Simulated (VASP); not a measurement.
Level of theory: PBEsol GGA, VASP's PBE PAW potentials (set 64) (plane waves; VASP).

VASP ran on this input.

INCAR:
```
SYSTEM = CsI
PREC = Accurate; ENCUT = 300; LREAL = F
LASPH = T
EDIFF = 1E-6; NELM = 100; ALGO = Normal
LMAXMIX = 4
ISMEAR = 0; SIGMA = 0.01
GGA = PS
ISIF = 2
LWAVE = F; LCHARG = F
```

### POSCAR
```
CsI
4.665210
  1.0000000000   0.0000000000   0.0000000000
  0.0000000000   1.0000000000   0.0000000000
  0.0000000000   0.0000000000   1.0000000000
Cs I
1 1
Cartesian
 -0.0027700000   0.0029050000   0.0023880000
  0.5027700000   0.4970950000   0.4976120000
```

### KPOINTS
```
Automatic mesh
0
Gamma
5 5 5
0 0 0
```

POTCAR, in this order: Cs_sv I (PBE.64 set). Program: vasp_std.

### Question
What will the output report for the number of irreducible k-points (NKPTS), largest plane-wave count, number of space-group operations, FFT grid (NGX, NGY, NGZ)?

### Answer

```json
{
 "number of irreducible k-points (NKPTS)": "63",
 "largest_plane_wave_count": "1213",
 "number_of_space_group_operations": "1",
 "FFT grid (NGX, NGY, NGZ)": "28 × 28 × 28"
}
```

The structure comes from a computed database's CsI entry; how it stands against other phases isn't given here. The cell was not relaxed at this level, atoms are displaced from their ideal sites. The run is one of a series of settings (GGA = PS against the base run), some of them coarse on purpose.
